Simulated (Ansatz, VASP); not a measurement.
# One calculation of BiMo2, two programs

```
Bi Mo
1.0
    -1.61692    1.61692    5.75154
     1.61692   -1.61692    5.75154
     1.61692    1.61692   -5.75154
Bi Mo
1 2
Direct
  0.00000 0.00000 0.00000
  0.69453 0.69453 0.00000
  0.30547 0.30547 0.00000
```

Alike in both runs: functional PBE; k mesh 6 × 6 × 6; occupations gaussian, width 0.1 eV; no spin polarisation.

Ansatz relaxed the structure, and its values are those at the end. VASP's run is a single point on that final structure, the one shown.

|  | VASP | Ansatz |
| --- | --- | --- |
| version | VASP 6.6.1 | Ansatz 0.2.0 |
| potentials or method | VASP PAW PBE potentials, release 64 (Bi_d, Mo_sv) | scalar-relativistic, plane waves, PAW |
| plane-wave cutoff (eV) | 520 | 420 |
| valence electrons in the cell | 43 | 43 |

Ansatz gave:

```
gap on the k mesh at the Fermi level (eV) : none
pressure (GPa)                            : -0.2
rms of the force components (eV/Å)        : 0.004
```

Problem. Which values does VASP return?

Solution. gap on the k mesh at the Fermi level (eV): none; pressure (GPa): 0.1; rms of the force components (eV/Å): 0.015.

A gap of «none» marks a metal or a gap that the smearing closes.

Caveats: the k mesh is coarse (spacing up to 0.46 Å⁻¹), so the values aren't converged; spin-orbit coupling is left out, which moves the levels of the heavy elements.
